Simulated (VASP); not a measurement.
# Al2Pt with r2SCAN: from relaxation to properties, part 3 of 4

Wanted: the relaxed cell of Al2Pt and its properties. The start is a cell from a database of measured crystal structures.

VASP 6.6.1; r2SCAN; plane waves and PAW (Al, Pt).

So far. Step 3 (Single point with fields (r2SCAN)): In this run the pressure is 0.05 GPa, small enough to go on. Step 4 (Band structure (r2SCAN)): There is no gap at this level. The relaxed cell has a = 5.900 Å (conventional setting).

The database entry behind the starting cell differs from later determinations by our own check (0.1 to 0.3 % short, probably kX units), so it need not match the best structure at ambient conditions.

### 5. Total and projected DOS (r2SCAN)

Here the states are counted by energy and projected on the atoms. The mesh is finer than in the run before.

INCAR

```
SYSTEM = Al2Pt
PREC = Accurate
ENCUT = 400
EDIFF = 1E-06
NELM = 100
ISMEAR = -5
SIGMA = 0.2
LREAL = .FALSE.
ALGO = Normal
METAGGA = R2SCAN
LASPH = .TRUE.
NBANDS = 21
LORBIT = 11
LWAVE = .FALSE.
LCHARG = .FALSE.
KPAR = 2
NEDOS = 2001
```

POSCAR

```
Al2Pt
1.0
    0.0000000000      2.9498024828      2.9498024828
    2.9498024828      0.0000000000      2.9498024828
    2.9498024828      2.9498024828      0.0000000000
Al Pt
2 1
Direct
    0.2500000000      0.2500000000      0.2500000000
    0.7500000000      0.7500000000      0.7500000000
    0.0000000000      0.0000000000      0.0000000000
```

KPOINTS

```
Automatic mesh
0
Gamma
12 12 12
0 0 0
```

Potentials, in the order of the species: Al and Pt (PBE family, release 64).

On the command line:

```
$ mpirun -np 2 vasp_std
```

The program printed:

```text
[... set-up lines as in an earlier step ...]
 entering main loop
       N       E                     dE             d eps       ncg     rms          rms(c)
DAV:   1    -0.130513196559E+02   -0.13051E+02   -0.55197E+03  3120   0.538E+02
DAV:   2    -0.704124679545E+02   -0.57361E+02   -0.51174E+02  3493   0.128E+02
DAV:   3    -0.718513093026E+02   -0.14388E+01   -0.14284E+01  3777   0.181E+01
DAV:   4    -0.718642169247E+02   -0.12908E-01   -0.12909E-01  3499   0.197E+00
DAV:   5    -0.718644673802E+02   -0.25046E-03   -0.25053E-03  3689   0.283E-01    0.957E+00
DAV:   6    -0.679958617558E+02    0.38686E+01   -0.20505E+00  3329   0.111E+01    0.361E+00
DAV:   7    -0.679100816431E+02    0.85780E-01   -0.14922E-01  3294   0.314E+00    0.212E+00
DAV:   8    -0.679073562956E+02    0.27253E-02   -0.29529E-02  3464   0.962E-01    0.438E-01
DAV:   9    -0.679065583670E+02    0.79793E-03   -0.80202E-03  3623   0.743E-01    0.210E-01
DAV:  10    -0.679065408061E+02    0.17561E-04   -0.42696E-04  3494   0.136E-01    0.603E-02
DAV:  11    -0.679065401171E+02    0.68898E-06   -0.48125E-05  3678   0.367E-02    0.111E-02
DAV:  12    -0.679065442903E+02   -0.41732E-05   -0.85212E-07  2868   0.513E-03    0.519E-03
DAV:  13    -0.679065416225E+02    0.26678E-05   -0.18951E-07  2002   0.294E-03    0.802E-04
DAV:  14    -0.679065416619E+02   -0.39468E-07   -0.21273E-08  1792   0.845E-04
   1 F= -.67906542E+02 E0= -.67906542E+02  d E =0.000000E+00
 -----------------------------------------------------------------------------
|                                                                             |
|           W    W    AA    RRRRR   N    N  II  N    N   GGGG   !!!           |
|           W    W   A  A   R    R  NN   N  II  NN   N  G    G  !!!           |
|           W    W  A    A  R    R  N N  N  II  N N  N  G       !!!           |
|           W WW W  AAAAAA  RRRRR   N  N N  II  N  N N  G  GGG   !            |
|           WW  WW  A    A  R   R   N   NN  II  N   NN  G    G                |
|           W    W  A    A  R    R  N    N  II  N    N   GGGG   !!!           |
|                                                                             |
|     Tetrahedron method does not include variations of the Fermi             |
|     occupations, so forces and stress will be inaccurate. We suggest        |
|     using a different smearing scheme ISMEAR = 1 or 2 for metals in         |
|     relaxations.                                                            |
|                                                                             |
 -----------------------------------------------------------------------------
```

Run time: 48 s. Hardware: 2 MPI ranks of Intel Xeon 6975P-C (Granite Rapids), shared host; peak memory 0.36 GiB.

Parts of OUTCAR (step 5):

```text
   k-points           NKPTS =     72   k-points in BZ     NKDIM =     72   number of bands    NBANDS=     21

   NELECT =      16.0000    total number of electrons

 E-fermi :   7.8681

 k-point     1 :       0.0000    0.0000    0.0000
  band No.  band energies     occupation
    ...
      2       2.5037      2.00000
      3       2.5037      2.00000
      4       2.5037      2.00000
      5       3.9258      2.00000
      6       3.9258      2.00000
      7      11.5710      0.00000
      8      11.8329      0.00000
      9      11.8329      0.00000
     10      11.8329      0.00000
     11      13.6684      0.00000
    ...

  Total        0.0117593      0.0117593      0.0117593     -0.0000000     -0.0000000      0.0000000
  in kB        0.3670149      0.3670149      0.3670149     -0.0000000     -0.0000000      0.0000000
  external PRESSURE =       0.3670149 kB  Pullay stress =       0.0000000 kB

 POSITION                                       TOTAL-FORCE (eV/Angst)
 -----------------------------------------------------------------------------------
      1.47490      1.47490      1.47490         0.000000      0.000000      0.000000
      4.42470      4.42470      4.42470        -0.000000     -0.000000     -0.000000
      0.00000      0.00000      0.00000         0.000000      0.000000      0.000000
 -----------------------------------------------------------------------------------
    total drift:                               -0.000000     -0.000000      0.000000

  FREE ENERGIE OF THE ION-ELECTRON SYSTEM (eV)
  ---------------------------------------------------
  free  energy   TOTEN  =       -67.9065416619 eV

  energy  without entropy=      -67.9065416619  energy(sigma->0) =      -67.90654166

[... 6 parts as in an earlier step ...]

[... 10 further parts left out ...]
```

With tetrahedra the forces and stress of a metal are not exact derivatives of the energy.

Numbers from this step:

```
irreducible k-points   : 72
free energy (TOTEN)    : -67.9065 eV
Fermi energy           : 7.868 eV
pressure               : 0.03670 GPa
DOS at the Fermi level : 1.174 states/eV/cell
```

The density of states has structure finer than the step of the table below, so its rows give means over 0.5 eV, whole bins alone (the curve runs from -12.0 to 6.63 eV). Peaks (eV: height): total -6.29: 9.26, -5.10: 8.65, -4.13: 5.60, -3.75: 10.1; Pt d -6.29: 3.37, -5.10: 5.98, -4.13: 4.34, -3.75: 7.96; Pt p -6.29: 0.571, -3.75: 0.109, 0.65: 0.235; Al p -5.10: 0.523, 4.17: 0.187, 5.74: 0.427, 6.56: 0.407; Pt s -8.31: 0.198, -4.65: 0.153, -4.35: 0.260, -3.75: 0.322.

States under -12.0 eV and over 6.6 eV are left out. Density of states against energy, zero at the Fermi level; means over each step; values in states/eV/cell:

```
energy (eV)    total     Pt d     Pt p     Al p     Pt s     Al s
      -11.5        0        0        0        0        0        0
      -11.0  0.00275        0   2.8e-6        0   7.4e-4   5.5e-4
      -10.5    0.143   8.6e-5   9.6e-4   7.4e-4   0.0378   0.0283
      -10.0    0.270  0.00108  0.00382  0.00309   0.0692   0.0518
       -9.5    0.369  0.00431  0.00772  0.00672   0.0912   0.0682
       -9.0    0.476   0.0128   0.0122   0.0117    0.113   0.0844
       -8.5    0.673   0.0402   0.0169   0.0207    0.155    0.113
       -8.0    0.749   0.0664   0.0203   0.0267    0.164    0.119
       -7.5    0.626   0.0746   0.0202   0.0252    0.126   0.0933
       -7.0    0.535   0.0955   0.0172   0.0245   0.0948   0.0699
       -6.5     1.72    0.611    0.102   0.0319   0.0230    0.288
       -6.0     2.35     1.08   0.0963   0.0684   0.0158    0.309
       -5.5     1.46    0.782   0.0362   0.0875   0.0374   0.0507
       -5.0     4.62     3.19   0.0412    0.271   0.0484   0.0181
       -4.5     2.93     2.00   0.0332    0.133    0.148   0.0186
       -4.0     5.20     4.05   0.0420    0.106    0.148   0.0206
       -3.5     3.06     2.32   0.0633   0.0530   0.0972   0.0320
       -3.0     1.28    0.656   0.0947   0.0591   0.0830   0.0446
       -2.5    0.661    0.214   0.0732   0.0465   0.0640   0.0277
       -2.0    0.926    0.277    0.126   0.0801   0.0510   0.0379
       -1.5    0.937    0.226    0.147   0.0967   0.0403   0.0352
       -1.0     1.13    0.257    0.193    0.131   0.0314   0.0319
       -0.5     1.24    0.257    0.228    0.154   0.0251   0.0289
        0.0     1.17    0.198    0.233    0.153   0.0203   0.0250
        0.5     1.06    0.145    0.230    0.147   0.0145   0.0200
        1.0    0.883   0.0990    0.205    0.124   0.0117   0.0151
        1.5    0.551   0.0626    0.134   0.0718  0.00875   0.0110
        2.0    0.373   0.0387   0.0975   0.0458  0.00620  0.00796
        2.5    0.264   0.0235   0.0746   0.0294  0.00479  0.00597
        3.0    0.178   0.0124   0.0544   0.0168  0.00315  0.00561
        3.5    0.361   0.0949   0.0353   0.0124  0.00482   0.0615
        4.0     2.38    0.519   0.0345    0.118   0.0341    0.410
        4.5     1.67    0.281   0.0376    0.114   0.0275    0.242
        5.0    0.714    0.117   0.0243   0.0572   0.0225   0.0501
        5.5     1.48    0.263   0.0370    0.185   0.0268   0.0997
        6.0     2.09    0.394   0.0319    0.312   0.0428    0.110
```

The finer mesh and the other smearing move the Fermi level by +0.04 eV from the 8×8×8 run, a small shift, which tests the Fermi level alone. Of the states within 0.3 eV of the Fermi level, the largest shares in the PAW spheres are Pt p 20 %, Pt d 17 % and Al p 13 %. The rest lies in smaller channels or between the spheres.

### 6. Vibrations at Γ (r2SCAN)

Zone-centre modes test whether the atoms sit at a minimum within this cell. IBRION = 6 takes the force constants from differences of forces between displaced cells, so the forces must be tight.

INCAR

```
SYSTEM = Al2Pt
PREC = Accurate
ENCUT = 400
EDIFF = 1E-08
NELM = 100
ISMEAR = 1
SIGMA = 0.2
LREAL = .FALSE.
ALGO = Normal
METAGGA = R2SCAN
LASPH = .TRUE.
NBANDS = 14
LORBIT = 11
LWAVE = .FALSE.
LCHARG = .FALSE.
KPAR = 2
IBRION = 6
NFREE = 2
POTIM = 0.015
ISIF = 2
NSW = 1
```

POSCAR is that of step 5.

KPOINTS

```
Automatic mesh
0
Gamma
11 11 11
0 0 0
```

On the command line:

```
$ mpirun -np 2 vasp_std
```

The program printed:

```text
[... set-up lines as in an earlier step ...]
 entering main loop
       N       E                     dE             d eps       ncg     rms          rms(c)
DAV:   1    -0.143735070981E+02   -0.14374E+02   -0.59547E+03  1624   0.806E+02
DAV:   2    -0.705279996179E+02   -0.56154E+02   -0.49988E+02  1932   0.159E+02
DAV:   3    -0.718504985722E+02   -0.13225E+01   -0.13125E+01  2068   0.237E+01
DAV:   4    -0.718616483479E+02   -0.11150E-01   -0.11149E-01  1802   0.253E+00
DAV:   5    -0.718618525010E+02   -0.20415E-03   -0.20415E-03  2102   0.359E-01    0.957E+00
DAV:   6    -0.679913521584E+02    0.38705E+01   -0.29932E+00  1754   0.167E+01    0.364E+00
DAV:   7    -0.679077804018E+02    0.83572E-01   -0.23790E-01  1754   0.482E+00    0.213E+00
DAV:   8    -0.679050646715E+02    0.27157E-02   -0.36109E-02  1700   0.145E+00    0.445E-01
DAV:   9    -0.679038106426E+02    0.12540E-02   -0.13033E-02  1952   0.117E+00    0.214E-01
DAV:  10    -0.679038102842E+02    0.35845E-06   -0.56870E-04  1796   0.219E-01    0.769E-02
DAV:  11    -0.679038004519E+02    0.98323E-05   -0.95375E-05  1982   0.734E-02    0.124E-02
DAV:  12    -0.679038049251E+02   -0.44732E-05   -0.17290E-06  1940   0.122E-02    0.604E-03
DAV:  13    -0.679038020703E+02    0.28548E-05   -0.50130E-07  1922   0.672E-03    0.685E-04
DAV:  14    -0.679038021490E+02   -0.78717E-07   -0.13659E-08  1472   0.116E-03    0.245E-04
DAV:  15    -0.679038020328E+02    0.11617E-06   -0.25904E-09  1060   0.411E-04    0.351E-05
DAV:  16    -0.679038020476E+02   -0.14756E-07   -0.35599E-10   958   0.154E-04    0.931E-05
DAV:  17    -0.679038020392E+02    0.84083E-08   -0.80195E-11   922   0.657E-05
   1 F= -.67903802E+02 E0= -.67903533E+02  d E =-.805967E-03
 Found     2 degrees of freedom:
 Finite differences POTIM= 0.01500 DOF=   2
 bond charge predicted
       N       E                     dE             d eps       ncg     rms          rms(c)
DAV:   1    -0.679029873472E+02    0.81470E-03   -0.26262E-02  6210   0.111E+00    0.558E-02
DAV:   2    -0.679030394333E+02   -0.52086E-04   -0.48286E-04  8072   0.151E-01    0.309E-02
DAV:   3    -0.679030419531E+02   -0.25198E-05   -0.45643E-05  7194   0.453E-02    0.104E-02
DAV:   4    -0.679030444216E+02   -0.24685E-05   -0.31301E-06  7742   0.123E-02    0.484E-03
DAV:   5    -0.679030452993E+02   -0.87776E-06   -0.81084E-07  7540   0.635E-03    0.683E-04
DAV:   6    -0.679030453439E+02   -0.44539E-07   -0.42692E-08  7308   0.137E-03    0.258E-04
DAV:   7    -0.679030453600E+02   -0.16133E-07   -0.69501E-09  4776   0.575E-04    0.149E-04
DAV:   8    -0.679030453670E+02   -0.70421E-08   -0.69594E-10  3648   0.206E-04
   2 F= -.67903045E+02 E0= -.67902772E+02  d E =-.819646E-03
[...]
3 F= -.67903045E+02 E0= -.67902772E+02  d E =-.819648E-03
[...]
4 F= -.67902799E+02 E0= -.67902531E+02  d E =-.805466E-03
 Finite differences progress:
  Degree of freedom:   2/  2
  Displacement:        1/  2
  Total:               3/  4
 bond charge predicted
       N       E                     dE             d eps       ncg     rms          rms(c)
DAV:   1    -0.678926151267E+02    0.10184E-01   -0.36790E+00  3528   0.107E+01    0.161E-01
DAV:   2    -0.679033469806E+02   -0.10732E-01   -0.43691E-02  4530   0.158E+00    0.153E-01
DAV:   3    -0.679030467422E+02    0.30024E-03   -0.88432E-04  4248   0.223E-01    0.109E-01
DAV:   4    -0.679028754207E+02    0.17132E-03   -0.16327E-03  3768   0.248E-01    0.510E-02
DAV:   5    -0.679028146362E+02    0.60784E-04   -0.76654E-05  4086   0.614E-02    0.252E-02
DAV:   6    -0.679028000994E+02    0.14537E-04   -0.34956E-05  4002   0.330E-02    0.839E-03
DAV:   7    -0.679027993746E+02    0.72478E-06   -0.12779E-05  4170   0.200E-02    0.291E-03
DAV:   8    -0.679027991128E+02    0.26186E-06   -0.10800E-06  3972   0.661E-03    0.937E-04
DAV:   9    -0.679027990899E+02    0.22902E-07   -0.13683E-07  4476   0.219E-03    0.228E-04
DAV:  10    -0.679027990957E+02   -0.57694E-08   -0.10152E-08  2258   0.655E-04
   5 F= -.67902799E+02 E0= -.67902531E+02  d E =-.805464E-03
 Finite differences progress:
  Degree of freedom:   2/  2
  Displacement:        2/  2
  Total:               4/  4
```

Wall time 4.2 min (2 MPI ranks); peak memory 0.57 GiB; 8.4 min of CPU time.

OUTCAR, selected parts (step 6):

```text
   k-points           NKPTS =     56   k-points in BZ     NKDIM =     56   number of bands    NBANDS=     14

   NELECT =      16.0000    total number of electrons

 E-fermi :   7.8461

 k-point     1 :       0.0000    0.0000    0.0000
  band No.  band energies     occupation
    ...
      2       2.5036      2.00000
      3       2.5041      2.00000
      4       2.5041      2.00000
      5       3.9259      2.00000
      6       3.9261      2.00000
      7      11.5699     -0.00000
      8      11.8323     -0.00000
      9      11.8323     -0.00000
     10      11.8333     -0.00000
     11      13.6687      0.00000
    ...

  Total        0.0242013      0.0266161      0.0266161      0.0000000      0.0000000      0.0000000
  in kB        0.7553378      0.8307035      0.8307035      0.0000000      0.0000000      0.0000000
  external PRESSURE =       0.8055816 kB  Pullay stress =       0.0000000 kB

 POSITION                                       TOTAL-FORCE (eV/Angst)
 -----------------------------------------------------------------------------------
      1.47490      1.47490      1.47490        -0.066679      0.000000      0.000000
      4.42470      4.42470      4.42470        -0.066679      0.000000      0.000000
     -0.01500      0.00000      0.00000         0.133358      0.000000      0.000000
 -----------------------------------------------------------------------------------
    total drift:                                0.001297      0.000003      0.000003

  FREE ENERGIE OF THE ION-ELECTRON SYSTEM (eV)
  ---------------------------------------------------
  free  energy   TOTEN  =       -67.9027990957 eV

  energy  without entropy=      -67.9019936313  energy(sigma->0) =      -67.90253061

 Eigenvectors and eigenvalues of the dynamical matrix
 ----------------------------------------------------

   1 f  =    8.957471 THz    56.281449 2PiTHz  298.789064 cm-1    37.045106 meV
             X         Y         Z           dx          dy          dz
      1.474901  1.474901  1.474901    -0.367231    0.247607   -0.551210
      4.424704  4.424704  4.424704     0.367231   -0.247607    0.551210
      0.000000  0.000000  0.000000     0.000000    0.000000    0.000000

   2 f  =    8.957471 THz    56.281449 2PiTHz  298.789064 cm-1    37.045106 meV
             X         Y         Z           dx          dy          dz
      1.474901  1.474901  1.474901    -0.604269   -0.150478    0.334985
      4.424704  4.424704  4.424704     0.604269    0.150478   -0.334985
      0.000000  0.000000  0.000000     0.000000   -0.000000    0.000000

   3 f  =    8.957471 THz    56.281449 2PiTHz  298.789064 cm-1    37.045106 meV
             X         Y         Z           dx          dy          dz
      1.474901  1.474901  1.474901    -0.000000   -0.645017   -0.289746
      4.424704  4.424704  4.424704     0.000000    0.645017    0.289746
      0.000000  0.000000  0.000000    -0.000000    0.000000   -0.000000

   4 f  =    7.186127 THz    45.151767 2PiTHz  239.703391 cm-1    29.719419 meV
             X         Y         Z           dx          dy          dz
      1.474901  1.474901  1.474901     0.017190    0.625990   -0.000000
      4.424704  4.424704  4.424704     0.017190    0.625990   -0.000000
      0.000000  0.000000  0.000000    -0.012748   -0.464241    0.000000

   5 f  =    7.186127 THz    45.151767 2PiTHz  239.703391 cm-1    29.719419 meV
             X         Y         Z           dx          dy          dz
      1.474901  1.474901  1.474901    -0.001475    0.000041    0.626224
      4.424704  4.424704  4.424704    -0.001475    0.000041    0.626224
      0.000000  0.000000  0.000000     0.001094   -0.000030   -0.464414

   6 f  =    7.186127 THz    45.151767 2PiTHz  239.703391 cm-1    29.719419 meV
             X         Y         Z           dx          dy          dz
      1.474901  1.474901  1.474901     0.625988   -0.017190    0.001476
      4.424704  4.424704  4.424704     0.625988   -0.017190    0.001476
      0.000000  0.000000  0.000000    -0.464239    0.012748   -0.001095

   7 f/i=    0.008699 THz     0.054654 2PiTHz    0.290152 cm-1     0.035974 meV
             X         Y         Z           dx          dy          dz
      1.474901  1.474901  1.474901    -0.186605   -0.269933    0.012465
      4.424704  4.424704  4.424704    -0.186605   -0.269933    0.012465
      0.000000  0.000000  0.000000    -0.503243   -0.727966    0.033615

   8 f/i=    0.008699 THz     0.054654 2PiTHz    0.290152 cm-1     0.035974 meV
             X         Y         Z           dx          dy          dz
      1.474901  1.474901  1.474901     0.270202   -0.186215    0.012465
      4.424704  4.424704  4.424704     0.270202   -0.186215    0.012465
      0.000000  0.000000  0.000000     0.728691   -0.502193    0.033615

   9 f/i=    0.008699 THz     0.054654 2PiTHz    0.290152 cm-1     0.035974 meV
             X         Y         Z           dx          dy          dz
      1.474901  1.474901  1.474901    -0.003178    0.017339    0.327918
      4.424704  4.424704  4.424704    -0.003178    0.017339    0.327918
      0.000000  0.000000  0.000000    -0.008570    0.046760    0.884341

 ELASTIC MODULI CONTR FROM IONIC RELAXATION (kBar)
 Direction    XX          YY          ZZ          XY          YZ          ZX
 --------------------------------------------------------------------------------
 XX          -0.0000     -0.0000     -0.0000     -0.0000     -0.0000     -0.0000
 YY          -0.0000     -0.0000     -0.0000     -0.0000     -0.0000     -0.0000
 ZZ          -0.0000     -0.0000     -0.0000     -0.0000     -0.0000     -0.0000
 XY          -0.0000     -0.0000     -0.0000   -444.6486     -0.0000      0.0000
 YZ          -0.0000     -0.0000     -0.0000     -0.0000   -444.6486     -0.0000
 ZX          -0.0000     -0.0000     -0.0000      0.0000     -0.0000   -444.6486
 --------------------------------------------------------------------------------

[... 6 parts as in an earlier step ...]

[... 10 further parts left out ...]
```

CONTCAR:

```
Al2Pt
   1.00000000000000
     0.0000000000000000    2.9498024828000000    2.9498024828000000
     2.9498024828000000    0.0000000000000000    2.9498024828000000
     2.9498024828000000    2.9498024828000000    0.0000000000000000
  Al              Pt
     2     1
Direct
     0.2500000000000000    0.2500000000000000    0.2500000000000000
     0.7500000000000000    0.7500000000000000    0.7500000000000000
     0.0025425431172873   -0.0025425431172873   -0.0025425431172873
```

The last energy, forces, stress and levels in OUTCAR belong to the last displaced cell, not to the cell of POSCAR.

Numbers from this step:

```
bands                     : 14
irreducible k-points      : 56
pressure of the cell      : 0.06843 GPa
largest force of the cell : 0 eV/Å
```

Modes at Γ, with each element's share of the kinetic energy:

```
mode  frequency (cm⁻¹)  symmetry  Al %  Pt %
   1              -0.3  acoustic    22    78
   2              -0.3  acoustic    22    78
   3              -0.3  acoustic    22    78
   4             239.7       T1u    78    22
   5             239.7       T1u    78    22
   6             239.7       T1u    78    22
   7             298.8       T2g   100     0
   8             298.8       T2g   100     0
   9             298.8       T2g   100     0
```

Displacements in mode 5 (239.7 cm⁻¹), the largest set to 1:
```
Al1  0.00  0.00  1.00
Al2  0.00  0.00  1.00
Pt3  0.00  0.00 -0.28
```

Displacements in mode 7 (298.8 cm⁻¹), the largest set to 1:
```
Al1  0.00 -1.00 -0.45
Al2  0.00  1.00  0.45
Pt3  0.00  0.00  0.00
```

The three acoustic modes lie within 0.3 cm⁻¹ of zero, and all others are real. By the characters of their eigenvectors the optical modes sort into (cm⁻¹) Raman active: T2g 299; infrared active: T1u 240. With a centre of inversion no mode is active in both.

[end of part 3 of 4]

[Lines on the potential files, build, host, timing and source positions are cut from VASP's logs without a mark.]

[Logs are printed without paths, hosts, clocks, repeated set-up lines and the standing remarks that a program may print on its own settings, such as how far it seeks lower states.]

[Hosts, paths, dates, database ids (printed as entryN), source tags and the programs' standing remarks are cut or masked in the printed files.]

[A measured line is paired with the nearest computed mode of its activity, which favours agreement.]
